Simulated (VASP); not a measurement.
# Band gap of BP at several levels of theory, part 2 of 2

How does the band gap of BP depend on the functional? The starting structure is a measured crystal structure from the Crystallography Open Database. Cell and atoms stay as given. Meshes and data sets differ where the inputs say so.

VASP 6.6.1.

Results so far: LDA 1.196 eV; PBE 1.248 eV; r2SCAN 1.455 eV.

## (5) Bands with TB-mBJ

Level of this step: TB-mBJ; plane waves and PAW (P, B) (VASP).

TB-mBJ is a local potential fitted to gaps: it costs far less than a hybrid but gives no energy. Its energies, forces and stress mean nothing.

Contents of INCAR:

```
SYSTEM = BP
PREC = Accurate
ENCUT = 370
EDIFF = 1E-06
NELM = 150
ISMEAR = 0
SIGMA = 0.03
LREAL = .FALSE.
ALGO = Normal
METAGGA = MBJ
LASPH = .TRUE.
NBANDS = 16
LORBIT = 11
LWAVE = .FALSE.
LCHARG = .FALSE.
KPAR = 8
```

Contents of POSCAR:

```
BP
1.0
    0.0000000000      2.2690000000      2.2690000000
    2.2690000000      0.0000000000      2.2690000000
    2.2690000000      2.2690000000      0.0000000000
P B
1 1
Direct
    0.7500000000      0.7500000000      0.7500000000
    0.0000000000      0.0000000000      0.0000000000
```

Contents of KPOINTS:

```
Automatic mesh
0
Gamma
8 8 8
0 0 0
```

Contents of KPOINTS_OPT:

```
Line mode
10
Line-mode
Reciprocal
  0.00000000   0.00000000   0.00000000 GAMMA
  0.50000000   0.00000000   0.50000000 X

  0.50000000   0.00000000   0.50000000 X
  0.50000000   0.25000000   0.75000000 W

  0.50000000   0.25000000   0.75000000 W
  0.37500000   0.37500000   0.75000000 K

  0.37500000   0.37500000   0.75000000 K
  0.00000000   0.00000000   0.00000000 GAMMA

  0.00000000   0.00000000   0.00000000 GAMMA
  0.50000000   0.50000000   0.50000000 L

  0.50000000   0.50000000   0.50000000 L
  0.62500000   0.25000000   0.62500000 U

  0.62500000   0.25000000   0.62500000 U
  0.50000000   0.25000000   0.75000000 W

  0.50000000   0.25000000   0.75000000 W
  0.50000000   0.50000000   0.50000000 L

  0.50000000   0.50000000   0.50000000 L
  0.37500000   0.37500000   0.75000000 K

  0.62500000   0.25000000   0.62500000 U
  0.50000000   0.00000000   0.50000000 X
```

PAW data sets: P and B (PBE family, release 64).

Command:

```sh
mpirun -np 8 vasp_std
```

Numbers of over 12 decimals in the logs are rounded to 6 here.

The log of the run:

```text
[banner, memory and clock lines left out]
running    8 mpi-ranks, on    1 nodes
[...]
[... a notice as in an earlier step ...]

 [... a notice as in an earlier step ...]

 LDA part: xc-table for (None), standard interpolation
 POSCAR, INCAR and KPOINTS ok, starting setup
[...]
entering main loop
       N       E                     dE             d eps       ncg     rms          rms(c)
DAV:   1     0.422276787084E+02    0.42228E+02   -0.31960E+03   936   0.361E+02
DAV:   2     0.241355910350E+02   -0.18092E+02   -0.17462E+02  1232   0.789E+01
DAV:   3     0.237894339087E+02   -0.34616E+00   -0.34595E+00  1096   0.880E+00
DAV:   4     0.237890220850E+02   -0.41182E-03   -0.41182E-03  1216   0.381E-01
[...]
DAV:  25     0.264200790073E+02    0.75795E-05   -0.12016E-09   464   0.122E-04    0.281E-04
DAV:  26     0.264200729087E+02   -0.60986E-05   -0.78943E-10   464   0.972E-05    0.226E-04
DAV:  27     0.264200725055E+02   -0.40324E-06   -0.51460E-10   464   0.113E-04
   1 F= 0.26420073E+02 E0= 0.26420073E+02  d E =-.327691E-16
 Start KPOINTS_OPT (optional k-point list driver)
k-point batch [1-29\100]
       N       E                     dE             ncg
DAV:   1     0.656482484923E+03   -0.64720E+04      928
DAV:   2     0.125300642942E+03   -0.53118E+03     1248
DAV:   3     0.114408586823E+03   -0.10892E+02     1200
DAV:   4     0.114393393497E+03   -0.15193E-01     1168
DAV:   5     0.114393367958E+03   -0.25539E-04     1160
DAV:   6     0.114393367901E+03   -0.56860E-07     1000
[...]
k-point batch [88-100\100]
       N       E                     dE             ncg
DAV:   1     0.435396532885E+04   -0.37219E+04      424
DAV:   2     0.411955102804E+04   -0.23441E+03      552
DAV:   3     0.411524046278E+04   -0.43106E+01      528
DAV:   4     0.411523422763E+04   -0.62352E-02      544
DAV:   5     0.411523421664E+04   -0.10990E-04      520
DAV:   6     0.411523421661E+04   -0.26393E-07      480
```

Wall time 7.4 s (8 MPI ranks of Intel Xeon Platinum 8259CL at 2.50GHz (Skylake/Cascade Lake), shared host); peak memory 1 GiB; 55 s of CPU time.

Parts of OUTCAR (step 5):

```text
  Total        1.6417902      1.6417902      1.6417902      0.0000000      0.0000000      0.0000000
  in kB      112.5886897    112.5886897    112.5886897      0.0000000      0.0000000      0.0000000
  external PRESSURE =     112.5886897 kB  Pullay stress =       0.0000000 kB

 POSITION                                       TOTAL-FORCE (eV/Angst)
 -----------------------------------------------------------------------------------
      3.40350      3.40350      3.40350        -0.000000      0.000000      0.000000
      0.00000      0.00000      0.00000         0.000000     -0.000000     -0.000000
 -----------------------------------------------------------------------------------
    total drift:                               -0.000002     -0.000002     -0.000002

  FREE ENERGIE OF THE ION-ELECTRON SYSTEM (eV)
  ---------------------------------------------------
  free  energy   TOTEN  =        26.4200725055 eV

  energy  without entropy=       26.4200725055  energy(sigma->0) =       26.42007251

[... 2 parts as in an earlier step ...]

[... 1 further part left out ...]
[key lines of the parts left out:]
E-fermi :   7.1501
```

TB-mBJ gives a least gap of 2.089 eV, and a least direct gap of 4.264 eV. The least gap is +0.893 eV from that of LDA.

## (6) Bands with HSE06

HSE06 mixes in a quarter of exact exchange at short range, at far higher cost; in semiconductors this cures much of the gap error, while metals seldom gain. This run uses a 6×6×6 mesh. Its starting orbitals come from a semilocal run on the same mesh, not shown.

Contents of INCAR:

```
SYSTEM = BP
PREC = Accurate
ENCUT = 370
EDIFF = 1E-06
NELM = 100
ISMEAR = 0
SIGMA = 0.03
LREAL = .FALSE.
ALGO = Normal
LHFCALC = .TRUE.
AEXX = 0.25
GGA = PE
HFSCREEN = 0.2
LASPH = .TRUE.
NBANDS = 10
PRECFOCK = Fast
LORBIT = 11
LWAVE = .FALSE.
LCHARG = .FALSE.
KPAR = 8
```

POSCAR is that of step 5.

Contents of KPOINTS:

```
Automatic mesh
0
Gamma
6 6 6
0 0 0
```

KPOINTS_OPT is that of step 5.

Command:

```sh
mpirun -np 8 vasp_std
```

The log of the run:

```text
[banner, memory and clock lines left out]
running    8 mpi-ranks, on    1 nodes
[...]
[... a notice as in an earlier step ...]

 LDA part: xc-table for (Slater+PW92), standard interpolation
 found WAVECAR, reading the header
 POSCAR, INCAR and KPOINTS ok, starting setup
[...]
reading WAVECAR
 the WAVECAR file was read successfully
 initial charge from wavefunction
 entering main loop
       N       E                     dE             d eps       ncg     rms          rms(c)
DAV:   1    -0.148536592664E+02   -0.14854E+02   -0.65989E-01   332   0.648E+00    0.298E+00
DAV:   2    -0.148571259152E+02   -0.34666E-02   -0.12107E-02   366   0.771E-01    0.195E+00
DAV:   3    -0.148561375242E+02    0.98839E-03   -0.53317E-04   374   0.163E-01    0.110E+00
DAV:   4    -0.148557757490E+02    0.36178E-03   -0.12488E-04   364   0.801E-02    0.616E-01
[...]
DAV:   8    -0.148556003393E+02    0.39280E-05   -0.15116E-06   248   0.987E-03    0.617E-02
DAV:   9    -0.148555991170E+02    0.12223E-05   -0.65551E-07   180   0.638E-03    0.341E-02
DAV:  10    -0.148555988133E+02    0.30377E-06   -0.22600E-07   184   0.364E-03
   1 F= -.14855599E+02 E0= -.14855599E+02  d E =-.300216E-17
 Start KPOINTS_OPT (optional k-point list driver)
k-point batch [1-16\100]
       N       E                     dE             ncg
DAV:   1     0.359018843067E+03   -0.33606E+04      320
DAV:   2     0.495279356694E+02   -0.30949E+03      440
DAV:   3     0.323549388722E+02   -0.17173E+02      424
DAV:   4     0.322213527843E+02   -0.13359E+00      436
DAV:   5     0.322208043119E+02   -0.54847E-03      450
DAV:   6     0.322208012100E+02   -0.31019E-05      434
DAV:   7     0.322208011940E+02   -0.15941E-07      458
[...]
k-point batch [97-100\100]
       N       E                     dE             ncg
DAV:   1     0.377910104391E+04   -0.12507E+04       80
DAV:   2     0.371392336552E+04   -0.65178E+02      112
DAV:   3     0.371174877574E+04   -0.21746E+01      118
DAV:   4     0.371173526214E+04   -0.13514E-01      128
DAV:   5     0.371173518673E+04   -0.75412E-04      112
DAV:   6     0.371173518639E+04   -0.33571E-06      120
```

It took 51 s on 8 MPI ranks; peak memory 1.9 GiB.

Parts of OUTCAR (step 6):

```text
 POSITION                                       TOTAL-FORCE (eV/Angst)
 -----------------------------------------------------------------------------------
      3.40350      3.40350      3.40350        -0.000000     -0.000000     -0.000000
      0.00000      0.00000      0.00000         0.000000      0.000000      0.000000
 -----------------------------------------------------------------------------------
    total drift:                                0.000002     -0.000000      0.000001

  FREE ENERGIE OF THE ION-ELECTRON SYSTEM (eV)
  ---------------------------------------------------
  free  energy   TOTEN  =       -14.8555988133 eV

  energy  without entropy=      -14.8555988133  energy(sigma->0) =      -14.85559881

[... 1 part as in an earlier step ...]

[... 2 further parts left out ...]
[key lines of the parts left out:]
E-fermi :   7.1684
```

HSE06 gives a least gap of 1.996 eV, and a least direct gap of 4.354 eV. The least gap is +0.799 eV from that of LDA, on another mesh, which alone can move a gap by some hundredths of an eV.

## (7) Bands with PBE0

PBE0 keeps a quarter of exact exchange at all ranges; it tends to overshoot small gaps. This run uses a 6×6×6 mesh. It starts from the orbitals of an earlier run, not shown.

Changes to INCAR since step 6:

```diff
@@ -12,3 +12,2 @@
 GGA = PE
-HFSCREEN = 0.2
 LASPH = .TRUE.
@@ -16,2 +15,3 @@
 PRECFOCK = Fast
+HFRCUT = -1
 LORBIT = 11
```

POSCAR is that of step 6.

KPOINTS is that of step 6.

KPOINTS_OPT is that of step 6.

Command:

```sh
mpirun -np 8 vasp_std
```

The log of the run:

```text
[banner, memory and clock lines left out]
running    8 mpi-ranks, on    1 nodes
[...]
[... a notice as in an earlier step ...]

 LDA part: xc-table for (Slater+PW92), standard interpolation
 found WAVECAR, reading the header
 POSCAR, INCAR and KPOINTS ok, starting setup
[...]
HFRCUT set to (new)   10.640602
 reading WAVECAR
 the WAVECAR file was read successfully
 initial charge from wavefunction
 entering main loop
       N       E                     dE             d eps       ncg     rms          rms(c)
DAV:   1    -0.157536963738E+02   -0.15754E+02   -0.67295E-01   332   0.653E+00    0.296E+00
DAV:   2    -0.157588668598E+02   -0.51705E-02   -0.14754E-02   372   0.815E-01    0.198E+00
DAV:   3    -0.157579262313E+02    0.94063E-03   -0.70882E-04   370   0.183E-01    0.112E+00
DAV:   4    -0.157575500518E+02    0.37618E-03   -0.13259E-04   356   0.812E-02    0.628E-01
[...]
DAV:   8    -0.157573627451E+02    0.41600E-05   -0.17067E-06   278   0.104E-02    0.631E-02
DAV:   9    -0.157573615291E+02    0.12159E-05   -0.65355E-07   172   0.627E-03    0.354E-02
DAV:  10    -0.157573612205E+02    0.30859E-06   -0.23864E-07   184   0.368E-03
   1 F= -.15757361E+02 E0= -.15757361E+02  d E =-.409875E-25
 Start KPOINTS_OPT (optional k-point list driver)
k-point batch [1-16\100]
       N       E                     dE             ncg
DAV:   1     0.316834045552E+03   -0.34028E+04      320
DAV:   2    -0.145588602444E+00   -0.31698E+03      440
DAV:   3    -0.172526395113E+02   -0.17107E+02      424
DAV:   4    -0.173824383559E+02   -0.12980E+00      436
DAV:   5    -0.173829491672E+02   -0.51081E-03      450
DAV:   6    -0.173829518262E+02   -0.26589E-05      430
DAV:   7    -0.173829518381E+02   -0.11947E-07      460
[...]
k-point batch [97-100\100]
       N       E                     dE             ncg
DAV:   1     0.376732513003E+04   -0.12625E+04       80
DAV:   2     0.370119226085E+04   -0.66133E+02      112
DAV:   3     0.369906179933E+04   -0.21305E+01      126
DAV:   4     0.369904917615E+04   -0.12623E-01      128
DAV:   5     0.369904911049E+04   -0.65666E-04      112
DAV:   6     0.369904911019E+04   -0.29696E-06      120
```

It took 43 s on 8 MPI ranks; peak memory 1.1 GiB.

OUTCAR, selected parts (step 7):

```text
 POSITION                                       TOTAL-FORCE (eV/Angst)
 -----------------------------------------------------------------------------------
      3.40350      3.40350      3.40350        -0.000000     -0.000000     -0.000000
      0.00000      0.00000      0.00000         0.000000      0.000000      0.000000
 -----------------------------------------------------------------------------------
    total drift:                                0.000002     -0.000001      0.000000

  FREE ENERGIE OF THE ION-ELECTRON SYSTEM (eV)
  ---------------------------------------------------
  free  energy   TOTEN  =       -15.7573612205 eV

  energy  without entropy=      -15.7573612205  energy(sigma->0) =      -15.75736122

[... 2 parts as in an earlier step ...]

[... 1 further part left out ...]
[key lines of the parts left out:]
E-fermi :   6.8746
```

PBE0 gives a least gap of 2.677 eV, and a least direct gap of 5.022 eV. The least gap is +1.481 eV from that of LDA, on another mesh, which alone can move a gap by some hundredths of an eV.

## (8) Bands with r2SCAN-EpsX

Here the share of exact exchange is set to the inverse of the computed dielectric constant, since screening weakens exchange. This run uses a 6×6×6 mesh. It starts from the orbitals of an earlier run, not shown.

Changes to INCAR since step 7:

```diff
@@ -10,4 +10,4 @@
 LHFCALC = .TRUE.
-AEXX = 0.25
-GGA = PE
+AEXX = 0.109
+METAGGA = R2SCAN
 LASPH = .TRUE.
```

POSCAR is that of step 7.

KPOINTS is that of step 7.

KPOINTS_OPT is that of step 7.

Command:

```sh
mpirun -np 8 vasp_std
```

The log of the run:

```text
[banner, memory and clock lines left out]
running    8 mpi-ranks, on    1 nodes
[...]
[... a notice as in an earlier step ...]

 [... a notice as in an earlier step ...]

 LDA part: xc-table for (None), standard interpolation
 found WAVECAR, reading the header
 POSCAR, INCAR and KPOINTS ok, starting setup
[...]
HFRCUT set to (new)   10.640602
 reading WAVECAR
 the WAVECAR file was read successfully
 initial charge from wavefunction
 entering main loop
       N       E                     dE             d eps       ncg     rms          rms(c)
DAV:   1    -0.180218022667E+02   -0.18022E+02   -0.88069E-01   328   0.809E+00    0.315E+00
DAV:   2    -0.180258696164E+02   -0.40673E-02   -0.15774E-02   390   0.945E-01    0.215E+00
DAV:   3    -0.180256941273E+02    0.17549E-03   -0.25256E-04   368   0.119E-01    0.127E+00
DAV:   4    -0.180255907963E+02    0.10333E-03   -0.33561E-05   368   0.470E-02    0.747E-01
[...]
DAV:   8    -0.180255143129E+02    0.36888E-05   -0.53789E-07   180   0.773E-03    0.872E-02
DAV:   9    -0.180255125594E+02    0.17536E-05   -0.25069E-07   172   0.531E-03    0.505E-02
DAV:  10    -0.180255116818E+02    0.87760E-06   -0.89394E-08   172   0.315E-03
   1 F= -.18025512E+02 E0= -.18025512E+02  d E =-.752612E-18
 Start KPOINTS_OPT (optional k-point list driver)
k-point batch [1-16\100]
       N       E                     dE             ncg
DAV:   1     0.370007204283E+03   -0.33496E+04      320
DAV:   2     0.621089071295E+02   -0.30790E+03      450
DAV:   3     0.506722268200E+02   -0.11437E+02      424
DAV:   4     0.506107521389E+02   -0.61475E-01      436
DAV:   5     0.506105820055E+02   -0.17013E-03      452
DAV:   6     0.506105814589E+02   -0.54665E-06      462
[...]
k-point batch [97-100\100]
       N       E                     dE             ncg
DAV:   1     0.378231488614E+04   -0.12475E+04       80
DAV:   2     0.371806459462E+04   -0.64250E+02      112
DAV:   3     0.371658829019E+04   -0.14763E+01      118
DAV:   4     0.371658276295E+04   -0.55272E-02      128
DAV:   5     0.371658275157E+04   -0.11378E-04       96
DAV:   6     0.371658275155E+04   -0.24643E-07      128
```

Run time: 43 s. Hardware: 8 MPI ranks; peak memory 1.1 GiB.

From OUTCAR (step 8):

```text
 POSITION                                       TOTAL-FORCE (eV/Angst)
 -----------------------------------------------------------------------------------
      3.40350      3.40350      3.40350        -0.000000     -0.000000     -0.000000
      0.00000      0.00000      0.00000         0.000000      0.000000      0.000000
 -----------------------------------------------------------------------------------
    total drift:                               -0.000000      0.000000      0.000000

  FREE ENERGIE OF THE ION-ELECTRON SYSTEM (eV)
  ---------------------------------------------------
  free  energy   TOTEN  =       -18.0255116818 eV

  energy  without entropy=      -18.0255116818  energy(sigma->0) =      -18.02551168

[... 2 parts as in an earlier step ...]

[... 1 further part left out ...]
[key lines of the parts left out:]
E-fermi :   7.2587
```

r2SCAN-EpsX gives a least gap of 2.023 eV, and a least direct gap of 4.277 eV. The least gap is +0.827 eV from that of LDA, on another mesh, which alone can move a gap by some hundredths of an eV.

## (9) Comparison

```csv
level,gap (eV),least direct gap (eV),mesh,core minutes
LDA,1.196,3.378,8×8×8,0.347
PBE,1.248,3.4,8×8×8,0.4
r2SCAN,1.455,3.639,8×8×8,1.17
TB-mBJ,2.089,4.264,8×8×8,0.987
HSE06,1.996,4.354,6×6×6,6.8
PBE0,2.677,5.022,6×6×6,5.73
r2SCAN-EpsX,2.023,4.277,6×6×6,5.73
```

Core minutes are wall time times ranks of the run shown, on a shared host.

## (10) What came out

| Quantity | Value |
| --- | --- |
| gap, LDA | 1.196 eV |
| gap, PBE | 1.248 eV |
| gap, r2SCAN | 1.455 eV |
| gap, TB-mBJ | 2.089 eV |
| gap, HSE06 | 1.996 eV |
| gap, PBE0 | 2.677 eV |
| gap, r2SCAN-EpsX | 2.023 eV |

What this shows: Without spin-orbit coupling the gap of BP runs from 1.196 eV (LDA) to 2.677 eV (PBE0). HSE06 gives +0.75 eV from PBE, on another mesh, which alone can move a gap by some hundredths of an eV. TB-mBJ lies +0.09 eV from HSE06, on another mesh, which alone can move a gap by some hundredths of an eV. These are gaps between Kohn-Sham or generalised Kohn-Sham levels of a static lattice, without excitons or temperature. Further runs on this material are not shown.

[Lines on the potential files, build, host, timing and source positions are cut from VASP's logs without a mark.]

[Logs are printed without paths, hosts, clocks, repeated set-up lines and the standing remarks that a program may print on its own settings, such as how far it seeks lower states.]

[Hosts, paths, dates, database ids (printed as entryN), source tags and the programs' standing remarks are cut or masked in the printed files.]
